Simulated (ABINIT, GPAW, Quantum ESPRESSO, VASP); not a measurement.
## Code comparison for Si (P1, 4 atoms in the cell)

Self-consistent single point.

```
Si
1.0
    3.83132     0.00000     0.00000
   -1.91566     3.31802     0.00000
    0.00000     0.00000     6.33262
Si
4
Direct
  0.32960   0.66628   0.06911
  0.66692   0.32876   0.93630
  0.65714   0.32969   0.56058
  0.34633   0.67527   0.43400
```

All programs got the same cell, k-point mesh and kind of occupations (in ABINIT's words: tsmear = 0.01 eV; ngkpt = 7 7 4; nshiftk = 1; shiftk = 0 0 0); potentials, basis and cutoffs are each program's usual ones.

```
code                                                                      model  pressure (GPa)  largest force (eV/Å)  gap on the mesh (eV)  cutoff
----------------  -------------------------------------------------------------  --------------  --------------------  --------------------  ------
ABINIT                                       LDA (PW92), PAW (JTH v2.0 LDA PAW)           -1.91                 0.960                 0.117  544 eV
VASP                               LDA (PZ), VASP's LDA PAW potentials (set 64)           -1.95                 0.966                 0.112  300 eV
Quantum ESPRESSO            LDA (PZ), GBRV 1.5 ultrasoft (LDA) pseudopotentials           -1.96                 0.962                 0.113   40 Ry
GPAW              LDA (Perdew-Wang 92), GPAW PAW datasets LDA (gpaw-data 1.0.1)           -1.66                 0.968                 0.110  600 eV
```

Size of the force on each atom (eV/Å): Sizes of forces hide their directions.

```
code                Si1    Si2    Si3    Si4
----------------  -----  -----  -----  -----
ABINIT            0.844  0.363  0.856  0.960
VASP              0.848  0.363  0.860  0.966
Quantum ESPRESSO  0.844  0.363  0.857  0.962
GPAW              0.848  0.364  0.863  0.968
```

Gaps are read on the mesh. Another mesh or the band path gives a smaller gap, so these values are not converged in the mesh.

The spread over the programs that give each value: pressure within 0.30 GPa; largest force within 0.008 eV/Å; gap on the mesh within 0.007 eV.

The starting cell comes from a database of computed structures (which also holds hypothetical and non-ambient phases and stackings), without a prior relaxation at this level. Its atoms were displaced at random from the sites of space group no. 194. On ABINIT's run: Another mesh or the band path of this cell gives a smaller gap, so this value is not converged in the mesh.

**Question.** Why do the programs differ, and what cannot be compared?

**Answer.** Differences of this kind can come from the potentials, where these differ, and from what each basis and cutoff leave unconverged. The zero of total energies and Fermi levels follows the potentials and each program's conventions, so they are not compared here. The same LDA comes in different parametrisations, which differ slightly.

VASP's run is marked for a possible Pulay error in its stress at this cutoff; no cutoff test was made.

Left out of this page: Ansatz, CP2K, FLEUR and SIESTA (not drawn, or without a comparable value).
